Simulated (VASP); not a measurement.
Consider the following.

```xyz
1
Lattice="-2.9302 2.9302 2.9302 2.9302 -2.9302 2.9302 2.9302 2.9302 -2.9302" Properties=species:S:1:pos:R:3 pbc="T T T"
Cs     0.0000     0.0000     0.0000
```

Method: vdW-DF2, VASP's PBE PAW potentials (set 64) (plane waves; VASP 6.6.1). Run with 520 eV cut-off, 9×9×9 Γ-centred mesh, first-order Methfessel-Paxton smearing of 0.10 eV, potentials Cs_sv.

Unless said otherwise, spin-orbit coupling is left out, though it shifts the bands of the heavy elements here.

### Question
What does the run give for the energy per atom (σ→0), band gap (on the k-mesh) with the smallest direct gap where there is one?

### Answer

```yaml
band gap (on the k-mesh): none (metal, semimetal or under 0.01 eV)
energy per atom (σ→0): 175.2 kJ/mol-atom
```

The absolute energy has meaning only against runs of the same code, potentials and settings.

The compound is Cs in the bcc structure. This cell is one point of a volume scan, at 0.94 of the reference volume.
